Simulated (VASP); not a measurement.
OSZICAR of a VASP run on MgS (rock salt):

OSZICAR:
```
       N       E                     dE             d eps       ncg     rms          rms(c)
DAV:   1     0.208805045387E+02    0.20881E+02   -0.35625E+03   496   0.763E+02
DAV:   2    -0.793223237631E+01   -0.28813E+02   -0.27261E+02   640   0.103E+02
DAV:   3    -0.891348071611E+01   -0.98125E+00   -0.98125E+00   576   0.256E+01
DAV:   4    -0.891761651933E+01   -0.41358E-02   -0.41358E-02   704   0.184E+00
DAV:   5    -0.891762217903E+01   -0.56597E-05   -0.56598E-05   632   0.615E-02    0.418E+00
DAV:   6    -0.852930096143E+01    0.38832E+00   -0.10390E+00   496   0.494E+00    0.327E+00
DAV:   7    -0.848756102006E+01    0.41740E-01   -0.23781E-01   616   0.256E+00    0.222E+00
DAV:   8    -0.848712657800E+01    0.43444E-03   -0.14937E-02   544   0.103E+00    0.890E-01
DAV:   9    -0.848689796047E+01    0.22862E-03   -0.64562E-04   584   0.199E-01    0.298E-01
DAV:  10    -0.848693741306E+01   -0.39453E-04   -0.17861E-04   632   0.851E-02    0.130E-02
DAV:  11    -0.848693541249E+01    0.20006E-05   -0.21963E-05   576   0.242E-02    0.127E-02
DAV:  12    -0.848693539608E+01    0.16404E-07   -0.45122E-07   632   0.571E-03
   1 F= -.84869354E+01 E0= -.84869354E+01  d E =-.848694E+01
```

Task: Which electronic solver shows in the log?

Result: It is blocked Davidson (ALGO = Normal, or the opening steps of other solvers). The INCAR had ALGO = Normal.

Task: Can the final energy be trusted as converged?

Result: Self-consistency was reached. It stopped with EDIFF = 1E-7, NELM = 100, NSW = 30 and EDIFFG = -0.01 after 1 ionic step (PBE GGA, plane waves, VASP's PBE PAW potentials (set 64)).

The compound is MgS in the rock salt structure. This cell was strained or had an atom moved on purpose.
